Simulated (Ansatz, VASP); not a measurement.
# Cu3TeF (antiperovskite type (invented)): VASP beside Ansatz

Aim: how closely do two programs agree when they are given the same cell, functional and k mesh? The cell is generated by rule, not measured, and may not be a known phase. Of the first pair: The cell is taken from a series of runs on this material, whose earlier steps may have relaxed, scaled, displaced or heated it; both programs get it as it stands.

Main program and level: Ansatz 0.2.0; plane waves, with VASP 6.6.1 beside it; relaxation of cell and atoms at PBEsol.

### Step 1. The starting structure

Symmetry: Pm-3m, No. 221, cubic system. Conventional cell: a = 4.769 Å, b = 4.769 Å, c = 4.769 Å, α = 90.00°, β = 90.00°, γ = 90.00°. Nearest to F lie 12 Cu at 3.37 Å. Nearest to Te lie 6 Cu at 2.38 Å. Cu has 2 Te at 2.38 Å nearest. Farther neighbours and most contacts between anions are not listed.

### Step 2. Ansatz: relaxation of cell and atoms, PBEsol, pair 1

Ansatz runs on its default PAW (the set named soft_2) files.

The relaxed volume is the usual yardstick between codes: in a stiff, nearly cubic crystal its relative difference is about their pressure difference at one cell divided by the bulk modulus.

Contents of input.yaml:

```yaml
crystal:
  lattice:
    - [4.7686877675, 0.0, 0.0]
    - [0.0, 4.7686877675, 0.0]
    - [0.0, 0.0, 4.7686877675]
  atoms:
    - { symbol: F, position: [0.0, 0.0, 0.0] }
    - { symbol: Te, position: [0.5, 0.5, 0.5] }
    - { symbol: Cu, position: [0.5, 0.5, 0.0] }
    - { symbol: Cu, position: [0.5, 0.0, 0.5] }
    - { symbol: Cu, position: [0.0, 0.5, 0.5] }
kpoints:
  mp_grid: { grid: [6, 6, 6] }
hamiltonian:
  xc: pbesol
scf:
  occupations: { method: gaussian, width: 0.02 }
output:
  forces: true
  stress: true
  eigenvalues: true
relax:
  adjacent_minimum: "off"
  f_tol: 0.005
  max_steps: 80
  cell: { stress_tol: 0.05 }
```

The run is started by

```console
> ansatz run input.yaml --threads 4 --pin off --max-ram 9216MiB --backend cpu --events-out ev --progress --plain --runs-dir out
```

Numbers of over 12 decimals in the logs are rounded to 6 here.

Output:

```text
Engine: ansatz 0.2.0, x86_64-unknown-linux-gnu
Pseudopotentials: kind: paw
Pseudopotential: F, paw, valence charge 7, recommended cutoff 420 eV (normal), F.paw.azcp
Pseudopotential: Te, paw, valence charge 16, recommended cutoff 420 eV (normal), Te.paw.azcp
Pseudopotential: Cu, paw, valence charge 19, recommended cutoff 420 eV (normal), Cu.paw.azcp
Functional definition: PBEsol
  exchange = pbesol_x
  correlation = pbesol_c
Crystal: 5 atoms, lattice volume = 108.442 Å³
Basis set: ecut = 420 eV, 2103 PW (Γ), exchange–correlation on 64×64×64 points (8 copies of the dense FFT grid, shifted against one another)
Bands: 48, of which v1, the nominal top of the filled ones, is band 40 counted from 1 (39 counted from 0)
Symmetry: 48 space group operations
Space group: Pm-3m (ITA 221), of the structure as read, at distance tolerance 4.8e-5 Å
k-points: 20 of 216
Non-local potential: F, projectors of the file, l = 0: 2, l = 1: 2, l = 2: 1
Non-local potential: Te, projectors of the file, l = 0: 2, l = 1: 2, l = 2: 2, l = 3: 2
Non-local potential: Cu, projectors of the file, l = 0: 3, l = 1: 2, l = 2: 3, l = 3: 1
PAW form: soft (Blöchl's): semilocal exchange-correlation on the pseudo side does not see the compensation charge
PAW frozen core: F, regenerated for the run's functional, and the local potential with it (the file was generated under x = pbe(κ = 0.804, μ = 0.219515), c = pbe(β = 0.066725))
PAW frozen core: Te, regenerated for the run's functional, and the local potential with it (the file was generated under x = pbe(κ = 0.804, μ = 0.219515), c = pbe(β = 0.066725))
PAW frozen core: Cu, regenerated for the run's functional, and the local potential with it (the file was generated under x = pbe(κ = 0.804, μ = 0.219515), c = pbe(β = 0.066725))
PAW one-centre angular grid: F, 110 points (default); XC on 64 Gauss nodes
PAW one-centre angular grid: Te, 590 points (default); XC on 64 Gauss nodes
PAW one-centre angular grid: Cu, 590 points (default); XC on 64 Gauss nodes
Initial density: superposition of atomic densities (neutral atoms: chi_scale 0, normalization atom), corrected by the library's trained network
Initial wavefunctions: pseudopotential atomic-orbital guess
Functional: x = pbesol(κ = 0.804, μ = 0.123457), c = pbesol(β = 0.046)
SCF iter   1: F=—  HF=-27464.005232 eV  |F-HF|=—  |Δ(HF+E_count)|=         —  Δρ=1.34e-2  dr2=1.84e-1  ethr=1.77e-3  ⟨swp⟩=6.9  Hψ=3954  notcnv=0
preconditioner: auto → Resta (q_TF=auto, 2.593 Å⁻¹)  ε∞=9.3  [insulator: Δε(μ)=1.746 eV  Ē_g=8.417 eV  σ=0.020 eV  W_gap=1.00  n_scr=26 (ndim 8)  ℏωp=24.2 eV  f_vac=0.201  D(μ)=0.00/eV (n_scr^D=0)  ε∞_Penn≈9.3]
SCF iter   2: F=—  HF=-27463.977504 eV  |F-HF|=—  |Δ(HF+E_count)|=   2.77e-2  Δρ=7.63e-3  dr2=3.15e-2  ethr=2.30e-4  ⟨swp⟩=2.3  Hψ=1701  notcnv=0  defer=51
SCF iter   3: F=—  HF=-27463.969928 eV  |F-HF|=—  |Δ(HF+E_count)|=   7.58e-3  Δρ=2.39e-3  dr2=7.49e-3  ethr=3.94e-5  ⟨swp⟩=2.0  Hψ=1478  notcnv=0  defer=51
SCF iter   4: F=—  HF=-27463.968780 eV  |F-HF|=—  |Δ(HF+E_count)|=   1.15e-3  Δρ=2.25e-3  dr2=2.49e-3  ethr=9.36e-6  ⟨swp⟩=2.0  Hψ=1566  notcnv=0  defer=51
SCF iter   5: F=—  HF=-27463.968025 eV  |F-HF|=—  |Δ(HF+E_count)|=   7.55e-4  Δρ=6.05e-4  dr2=2.68e-4  ethr=3.12e-6  ⟨swp⟩=2.0  Hψ=1403  notcnv=0  defer=51
SCF iter   6: F=—  HF=-27463.968077 eV  |F-HF|=—  |Δ(HF+E_count)|=   5.23e-5  Δρ=3.11e-4  dr2=6.39e-5  ethr=3.35e-7  ⟨swp⟩=2.0  Hψ=1344  notcnv=0  defer=51
SCF iter   7: F=—  HF=-27463.968106 eV  |F-HF|=—  |Δ(HF+E_count)|=   2.92e-5  Δρ=4.23e-5  dr2=2.41e-6  ethr=7.99e-8  ⟨swp⟩=2.0  Hψ=1295  notcnv=0  defer=51
SCF iter   8: F=—  HF=-27463.968107 eV  |F-HF|=—  |Δ(HF+E_count)|=   9.07e-7  Δρ=1.91e-5  dr2=6.73e-7  ethr=3.01e-9  ⟨swp⟩=2.2  Hψ=1340  notcnv=0  defer=51
SCF iter   9: F=-27463.968107 eV  HF=-27463.968107 eV  |F-HF|=1.49e-8  |Δ(HF+E_count)|=   4.30e-8  Δρ=5.60e-6  dr2=2.56e-8  ethr=1.25e-10  ⟨swp⟩=7.9  Hψ=4366  notcnv=0
SCF 1 converged in 9 iterations: F = -27463.968107 eV  dr2 = 2.56e-8
  greatest PAW one-centre occupation: 1.000 electrons in one spin orbital (limit 2), on the Cu atom at site 4 (counted from 0), in its partial waves of l = 0
relax step   1: F+E_penalty+E_count = -27463.96810724 eV  Δ(F+E_penalty+E_count) = +0.000e0 eV  max|allowed force component| = 1.102e-28 eV/Å  Δτ_max = 0.0000 Å  P = -0.002 GPa  Ω = 108.442 Å³  (9 SCF iters, dr2 threshold 1.00e-7 eV, accepted)
Initial density: handed on by an earlier stage of this run
Initial wavefunctions: pseudopotential atomic-orbital guess (no wavefunctions were taken with the density)
iter 1 solved again at ethr=5.24e-7 eV; its pass at ethr=3.10e-3 eV (dr2=4.19e-4 eV) is discarded
SCF iter   1: F=—  HF=-27463.968059 eV  |F-HF|=—  |Δ(HF+E_count)|=         —  Δρ=4.59e-6  dr2=1.88e-8  ethr=5.24e-7  ⟨swp⟩=3.1  Hψ=6357  notcnv=0
eigensolver tolerance schedule: the retry pair's looser diagonalisation over-reported the residual by 22251.49 of it (diagonalisation noise at an unbounded share of the residual, at the tolerance the schedule requests for it); recorded, not acted on — ethr = c·dr2/N_el stays at c = 1.0e-1
preconditioner: auto → Resta (q_TF=auto, 2.593 Å⁻¹)  ε∞=9.3  [insulator: Δε(μ)=2.021 eV  Ē_g=8.419 eV  σ=0.020 eV  W_gap=1.00  n_scr=26 (ndim 8)  ℏωp=24.2 eV  f_vac=0.198  D(μ)=0.00/eV (n_scr^D=0)  ε∞_Penn≈9.3]
SCF iter   2: F=—  HF=-27463.968107 eV  |F-HF|=—  |Δ(HF+E_count)|=   4.82e-5  Δρ=6.45e-6  dr2=2.90e-8  ethr=2.35e-11  ⟨swp⟩=3.6  Hψ=2365  notcnv=0
SCF iter   3: F=—  HF=-27463.968107 eV  |F-HF|=—  |Δ(HF+E_count)|=   6.03e-9  Δρ=3.17e-6  dr2=8.77e-9  ethr=2.35e-11  ⟨swp⟩=2.1  Hψ=1471  notcnv=0
SCF iter   4: F=—  HF=-27463.968107 eV  |F-HF|=—  |Δ(HF+E_count)|=  8.66e-10  Δρ=1.60e-6  dr2=2.00e-9  ethr=1.10e-11  ⟨swp⟩=2.0  Hψ=1324  notcnv=0
SCF iter   5: F=—  HF=-27463.968107 eV  |F-HF|=—  |Δ(HF+E_count)|=  2.55e-10  Δρ=1.10e-6  dr2=1.20e-9  ethr=2.50e-12  ⟨swp⟩=2.0  Hψ=1417  notcnv=0
SCF iter   6: F=—  HF=-27463.968107 eV  |F-HF|=—  |Δ(HF+E_count)|=  1.09e-10  Δρ=7.96e-7  dr2=4.78e-10  ethr=1.49e-12  ⟨swp⟩=2.0  Hψ=1417  notcnv=0
SCF iter   7: F=-27463.968107 eV  HF=-27463.968107 eV  |F-HF|=0.00e0  |Δ(HF+E_count)|=  1.82e-11  Δρ=1.96e-7  dr2=2.45e-11  ethr=1.00e-12  ⟨swp⟩=3.0  Hψ=3797  notcnv=0
SCF 2 converged in 7 iterations: F = -27463.968107 eV  dr2 = 2.45e-11
  greatest PAW one-centre occupation: 1.000 electrons in one spin orbital (limit 2), on the Cu atom at site 3 (counted from 0), in its partial waves of l = 0
relax step   2: F+E_penalty+E_count = -27463.96810725 eV  Δ(F+E_penalty+E_count) = -3.394e-9 eV  max|allowed force component| = 6.845e-29 eV/Å  Δτ_max = 0.0000 Å  P = -0.002 GPa  Ω = 108.442 Å³  stress off target by 1.53e-3 GPa  SCF on the basis re-selected at this cell (its energy is not comparable with the rows above)  (7 SCF iters)
basis re-selected at this cell: Δ(F+E_penalty+E_count) = -3.394e-9 eV, ΔP = +0.000 GPa vs the last step (what re-selecting the basis moved, of the pressure what is left beyond the Pulay correction that the steps carried, after the strain that the cell walked since its last selection, with what the two solves' SCF thresholds leave and, on support functions, any second-order correction that the steps lacked; it is no m [...]
SCF converged after 7 iterations
Free energy (F): -27463.968107 eV
Harris-Foulkes:  -27463.968107 eV  (|F-HF|=0.00e0)
Internal energy: -27463.968107 eV  (E = F + TS)
E sigma→0 (E₀):  -27463.968107 eV
Fermi energy:    6.939252 eV
--- Per-component energies (eV) ---
  E_band       = -1923.006420
  E_kinetic    = 1287.636216
  E_local      = -19197.910004  (includes V_loc(G=0)·N_el)
  E_nonlocal   = 986.533525
  E_hartree    = 8704.718798
  E_xc         = -460.133970
  E_vxc        = -539.817224  (∫ρ·V_xc dr)
  E_paw        = -9697.722819  (= ΣΔE_a)
  E_vpaw       = -1868.889520  (= ΣTr[D̂ρ^β])
  E_aug_tail   = 0.002676  (compensation charges beyond the density's cutoff)
  E_ewald      = -9088.128393
  E_core_change = 1.035864  (= ΣΔE_core)
  E_smearing   = -0.000000  (= −TS)
  E_closure    = -0.000000  (closes the sum)
  Σ components = -27463.968107   (vs F -27463.968107, Δ=0.00e0)
--- Forces (eV/Å), atoms counted from 1 ---
  atom   1  F     -0.00000000     0.00000000     0.00000000
  atom   2  Te     0.00000000    -0.00000000    -0.00000000
  atom   3  Cu     0.00000000    -0.00000000     0.00000000
  atom   4  Cu     0.00000000    -0.00000000     0.00000000
  atom   5  Cu     0.00000000     0.00000000     0.00000000
  max |Σ_I F_I| component: 2.15e-28 eV/Å
--- Stress (GPa, compression-positive) ---
       -0.001526       0.000000       0.000000
        0.000000      -0.001526       0.000000
        0.000000       0.000000      -0.001526
  P = ⅓ Tr σ = -0.0015 GPa (-0.015 kbar)
--- Band table (eV; the first three rows and the last of 20) ---
  k-point 0: bands = [... 36 lower, 4.9871, 5.4542, 5.4542, 5.4542, 7.9495, 7.9495, 8.2017, 13.7297, ... 4 higher]
  k-point 1: bands = [... 36 lower, 4.9644, 5.4678, 5.4833, 5.4833, 8.0002, 8.1270, 8.9781, 12.9233, ... 4 higher]
  k-point 2: bands = [... 36 lower, 4.9455, 5.4885, 5.5220, 5.5220, 8.1180, 8.2868, 11.0235, 11.9299, ... 4 higher]
  k-point 19: bands = [... 36 lower, 5.0029, 5.6455, 5.6455, 5.6455, 8.8431, 8.8431, 8.8431, 14.0197, ... 4 higher]
--- Relaxed structure (1 steps of the walk, 1 accepted, 1 SCFs on fresh bases) ---
  F+E_penalty+E_count = -27463.96810725 eV   max|allowed force component| = 6.845e-29 eV/Å   (the final SCF, on the basis selected at the relaxed cell)
  cell:  # Å, volume = 108.4418 Å³
    - [4.7686877675, 0.0, 0.0]
    - [0.0, 4.7686877675, 0.0]
    - [0.0, 0.0, 4.7686877675]
  atoms:
    - { symbol: F, position: [0.0, 0.0, 0.0] }
    - { symbol: Te, position: [0.5, 0.5, 0.5] }
    - { symbol: Cu, position: [0.5, 0.5, 0.0] }
    - { symbol: Cu, position: [0.5, 0.0, 0.5] }
    - { symbol: Cu, position: [0.0, 0.5, 0.5] }
```

The column dr2 measures how far the density is from self-consistency, as an energy; F and HF (Harris–Foulkes) agree once it is small.

[end of part 1 of 2]

[Lines on the potential files, build, host, timing and source positions are cut from VASP's logs without a mark.]

[Logs are printed without paths, hosts, clocks, repeated set-up lines and the standing remarks that a program may print on its own settings, such as how far it seeks lower states.]

[Hosts, paths, dates, database ids (printed as entryN), source tags and the programs' standing remarks are cut or masked in the printed files.]
